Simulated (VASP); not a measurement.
OSZICAR of a VASP run on C:

### OSZICAR
```
       N       E                     dE             d eps       ncg     rms          rms(c)
DAV:   1    -0.940910556782E+02   -0.94091E+02   -0.60690E-06   888   0.272E-02    0.135E-03
DAV:   2    -0.940910530644E+02    0.26138E-05   -0.97944E-07   732   0.114E-02    0.621E-04
DAV:   3    -0.940910624055E+02   -0.93410E-05   -0.44691E-07   762   0.689E-03    0.513E-04
DAV:   4    -0.940910478963E+02    0.14509E-04   -0.43968E-07   692   0.642E-03    0.479E-04
DAV:   5    -0.940910596033E+02   -0.11707E-04   -0.25166E-07   666   0.461E-03    0.397E-04
DAV:   6    -0.940910571573E+02    0.24460E-05   -0.13989E-07   642   0.326E-03    0.238E-04
DAV:   7    -0.940910572824E+02   -0.12506E-06   -0.17190E-07   658   0.390E-03
   1 F= -.94091057E+02 E0= -.94091108E+02  d E =0.152504E-03
```

Task: Which electronic solver shows in the log?

Result: It is blocked Davidson (ALGO = Normal, or the opening steps of other solvers). The INCAR had ALGO = Normal.

Task: Can the final energy be trusted as converged?

Result: Self-consistency was reached. It stopped with EDIFF = 1E-6, NELM = 100 (r2SCAN meta-GGA, plane waves, VASP's PBE PAW potentials (set 64)).

The cell is a thin slab with vacuum, built from C (diamond): (111) face.
